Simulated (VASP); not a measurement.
Consider the following.

```
CELL_PARAMETERS angstrom
      0.00000     2.37393     2.37393
      2.37393     0.00000     2.37393
      9.38052     9.38052     0.11521
ATOMIC_POSITIONS crystal
  Cd 0.99982 0.99982 0.00014
  Cd 0.00000 0.00000 0.25000
  Cd 0.00018 0.00018 0.49986
  O  0.49994 0.49994 0.12504
  O  0.50006 0.50006 0.37496
  O  0.49737 0.49737 0.62698
  O  0.50263 0.50263 0.87302
  Ca 0.00000 0.00000 0.75000
```

Level of theory: PBEsol GGA, VASP's PBE PAW potentials (set 64) (plane waves; VASP 6.6.1). Run with 520 eV cut-off, 7×7×2 Γ-centred mesh, Gaussian smearing of 0.050 eV, potentials Cd O Ca_sv.

**Question.** Predict the energy per atom (σ→0), band gap (on the k-mesh) with the smallest direct gap where there is one.

**Answer.** 
The band gap (on the k-mesh) comes out as 0.46 eV and the smallest direct gap (on the k-mesh) is 0.57 eV. The energy per atom (σ→0) comes out as -4.876 eV/atom.

The absolute energy has meaning only against runs of the same code, potentials and settings.

The structure was generated: CaCd3O4 was put into an ordered model structure (R-3m), which need not be its known phase. It was relaxed first. The start is the result of an earlier pass.
